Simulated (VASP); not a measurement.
Consider the following.

```yaml
crystal:
  lattice:
    - [1.62500, -2.81458, 0.00000]
    - [1.62500, 2.81458, 0.00000]
    - [0.00000, 0.00000, 5.21000]
  atoms:
    - { symbol: Zn, position: [0.66667, 0.33333, 0.50000] }
    - { symbol: Zn, position: [0.33333, 0.66667, 0.00000] }
    - { symbol: O, position: [0.66667, 0.33333, 0.88200] }
    - { symbol: O, position: [0.33333, 0.66667, 0.38200] }
```

Method: PBE GGA, VASP's PBE PAW potentials (set 64) (plane waves; VASP). Numerical set-up: 520 eV cut-off, 3×3×2 Γ-centred mesh, Gaussian smearing of 0.050 eV, potentials Zn O.

Question: Give the stress tensor in GPa (positive for a compressed cell).

Answer: 
```
6.39  0.00  0.00
0.00  6.39  0.00
0.00  0.00  5.28
```
The pressure is its mean diagonal, 6.02 GPa.

The compound is ZnO in the wurtzite structure. The cell was not relaxed at this level. The k-mesh is coarse (spacing up to 0.74 per Å, 2π included), so the numbers may not be converged in it. The run is one of a series of settings (KPOINTS 3×3×2 Γ-centred mesh against the base run), some of them coarse on purpose.
